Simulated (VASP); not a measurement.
All values below come from PBE GGA, VASP's PBE PAW potentials (set 64) (plane waves; VASP).

A VASP calculation is set up with these files.

### KPOINTS
```
Automatic mesh
0
Gamma
11 11 11
0 0 0
```

**INCAR**
```
! general
SYSTEM   =  AlCo
PREC     =  Accurate
ENCUT    =  300   ! plane-wave cut-off (eV)
LREAL    =  F
LASPH    =  T   ! aspherical one-centre terms

! electronic loop
EDIFF    =  1E-6   ! SCF stop (eV)
NELM     =  100   ! most electronic steps
ALGO     =  Normal   ! blocked Davidson
LMAXMIX  =  4   ! l cut-off of mixed one-centre charges

! smearing
ISMEAR   =  1
SIGMA    =  0.272   ! width (eV)

! functional
GGA      =  PE   ! PBE

! ions
ISIF     =  2   ! forces and stress, cell fixed

! output
LWAVE    =  F
LCHARG   =  F
```

**POSCAR**
```
AlCo
2.81940
  1.0000000000   0.0000000000   0.0000000000
  0.0000000000   1.0000000000   0.0000000000
  0.0000000000   0.0000000000   1.0000000000
Al Co
1 1
Direct
  0.0045020000  -0.0004610000  -0.0038080000
  0.4954980000   0.5004610000   0.5038080000
```

POTCAR, in this order: Al Co (PBE.64 set). Program: vasp_std.

At this cut-off the stress carries a Pulay error, which pulls relaxed volumes low. Gaps are read on the run's mesh, which can miss a band edge.

**Question.** What does the run give for the energy per atom (σ→0), pressure, largest force, band gap (on the k-mesh)?

**Answer.** 
```json
{
 "energy per atom (σ→0)": "-5.983 eV/atom",
 "band gap (on the k-mesh)": "none (metal, semimetal or under 0.01 eV)",
 "pressure": "6.63 GPa",
 "largest_force": "0.275 eV/Å"
}
```

OSZICAR:
```
...
DAV:   7    -0.119905356006E+02    0.41099E+01   -0.31044E+01 14676   0.748E+01    0.188E+00
DAV:   8    -0.119796475558E+02    0.10888E-01   -0.19853E-01 14078   0.373E+00    0.113E+00
DAV:   9    -0.119655717947E+02    0.14076E-01   -0.44536E-02 15910   0.279E+00    0.274E-01
DAV:  10    -0.119651860245E+02    0.38577E-03   -0.12353E-03 16408   0.482E-01    0.139E-01
DAV:  11    -0.119651731991E+02    0.12825E-04   -0.23268E-05 14972   0.416E-02    0.199E-02
DAV:  12    -0.119651690162E+02    0.41829E-05   -0.21216E-05 15462   0.622E-02    0.531E-03
DAV:  13    -0.119651689735E+02    0.42675E-07   -0.38458E-07  7112   0.545E-03
   1 F= -.11965169E+02 E0= -.11965511E+02  d E =0.102610E-02
```

The structure comes from a computed database's AlCo entry; how it stands against other phases isn't given here. The cell was not relaxed at this level, atoms are displaced from their ideal sites. The run is one of a series of settings (KPOINTS 11×11×11 Γ-centred mesh against the base run), some of them coarse on purpose. The run is not spin-polarised, so no magnetic state was tried.
